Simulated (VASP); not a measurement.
Method: optB88-vdW, VASP's PBE PAW potentials (set 64) (plane waves; VASP).

A VASP calculation is set up with these files.

**POSCAR**
```
Pd
1
    0.0000000000     1.9450000000     1.9450000000
    1.9450000000     0.0000000000     1.9450000000
    1.9450000000     1.9450000000     0.0000000000
Pd
1
Direct
  0.0000000000   0.0000000000   0.0000000000
```

INCAR:
```
AGGAC = 0.0
ALGO = Normal
EDIFF = 1E-6
EDIFFG = -0.01
ENCUT = 520
GGA = BO
IBRION = 2
ISIF = 3
ISMEAR = 1
LASPH = .True.
LCHARG = .False.
LMAXMIX = 4
LREAL = .False.
LUSE_VDW = .True.
LWAVE = .False.
NELM = 100
NSW = 60
PARAM1 = 0.1833333333
PARAM2 = 0.22
PREC = Accurate
SIGMA = 0.1
SYSTEM = Pd
```

**KPOINTS**
```
Regular mesh
0
G
 14 14 14
0 0 0
```

POTCAR, in this order: Pd (PBE.64 set). Program: vasp_std.

Energy and stress use the plane-wave basis of the starting cell.

Question: Predict the energy per atom (σ→0), volume per atom, band gap (on the k-mesh).

Answer: 
```yaml
energy per atom (σ→0): -2.211 eV/atom
band gap (on the k-mesh): none (metal, semimetal or under 0.01 eV)
volume_per_atom: 15.27 Å³/atom
```

**OSZICAR**
```
...
DAV:   1    -0.261987968513E+01   -0.43170E+00   -0.75820E+00  1899   0.305E+01    0.444E+00
DAV:   2    -0.221066501704E+01    0.40921E+00   -0.21329E+00  1889   0.136E+01    0.771E-01
DAV:   3    -0.221051848702E+01    0.14653E-03   -0.49862E-03  2076   0.751E-01    0.463E-01
DAV:   4    -0.221124580994E+01   -0.72732E-03   -0.42864E-03  2105   0.540E-01    0.493E-02
DAV:   5    -0.221124603581E+01   -0.22586E-06   -0.28202E-05  1978   0.530E-02    0.236E-02
DAV:   6    -0.221125214925E+01   -0.61134E-05   -0.39234E-06  2246   0.183E-02    0.708E-04
DAV:   7    -0.221125210618E+01    0.43065E-07   -0.49830E-08  1151   0.198E-03
   3 F= -.22112521E+01 E0= -.22106979E+01  d E =-.114748E-01
```

The compound is Pd in the fcc structure. This run relaxes it. Symmetry was kept, so distortions that lower it aren't found.
